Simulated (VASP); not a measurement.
Computed with optB86b-vdW, VASP's PBE PAW potentials (set 64) (plane waves; VASP).

VASP ran on this input.

KPOINTS:
```
Automatic mesh
0
Gamma
12 12 7
0 0 0
```

File POSCAR:
```
Tb
1
    1.7893379681    -3.0992238271     0.0000000000
    1.7893379681     3.0992238271     0.0000000000
    0.0000000000     0.0000000000     5.5898756528
Tb
2
Direct
  0.3333330000   0.6666670000   0.2500000000
  0.6666670000   0.3333330000   0.7500000000
```

### INCAR
```
SYSTEM = Tb
PREC = Accurate; ENCUT = 520; LREAL = .FALSE.
LASPH = .TRUE.
EDIFF = 1E-7; NELM = 100; ALGO = Normal
LMAXMIX = 6
ISMEAR = 1; SIGMA = 0.1
GGA = MK; LUSE_VDW = .TRUE.; AGGAC = 0.0
PARAM1 = 0.1234; PARAM2 = 1.0
IBRION = 2; NSW = 30; ISIF = 4
EDIFFG = -0.01
LWAVE = .FALSE.; LCHARG = .FALSE.
```

POTCAR, in this order: Tb_3 (PBE.64 set). Program: vasp_std.

Task: What will the output report for the number of irreducible k-points (NKPTS), largest plane-wave count, number of space-group operations, FFT grid (NGX, NGY, NGZ)?

Result: 
| Property | Result |
|---|---|
| number of irreducible k-points (NKPTS) | 76 |
| largest plane-wave count | 1701 |
| number of space-group operations | 24 |
| FFT grid (NGX, NGY, NGZ) | 28 × 28 × 42 |

The compound is Tb in the hcp structure. This run relaxes it. Symmetry was kept, so distortions that lower it aren't found. The 4f electrons are frozen in the core of the lanthanide potential, so 4f levels, which can set the real gap, and their magnetism are missing.
